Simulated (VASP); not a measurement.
Here is the system:

```xyz
1
Lattice="-1.5061 1.5061 1.5061 1.5061 -1.5061 1.5061 1.5061 1.5061 -1.5061" Properties=species:S:1:pos:R:3 pbc="T T T"
V      0.0000     0.0000     0.0000
```

Calculation: PBE GGA, VASP's PBE PAW potentials (set 64) (plane waves; VASP). Numerical set-up: 300 eV cut-off, 20×20×20 Γ-centred mesh, first-order Methfessel-Paxton smearing of 0.10 eV, potentials V_sv.

At this cut-off the stress carries a Pulay error, which pulls relaxed volumes low.

Task: Estimate the energy per atom (σ→0), pressure, band gap (on the k-mesh) with the smallest direct gap where there is one.

Result: 
```yaml
band gap (on the k-mesh): none (metal, semimetal or under 0.01 eV)
energy per atom (σ→0): -8.995 eV/atom
pressure: -3.04 GPa
```

Total energies compare only between runs with the same potentials, cut-off and functional.

The structure comes from a computed database's V entry; how it stands against other phases isn't given here. The cell was not relaxed at this level. The run is not spin-polarised, so no magnetic state was tried.
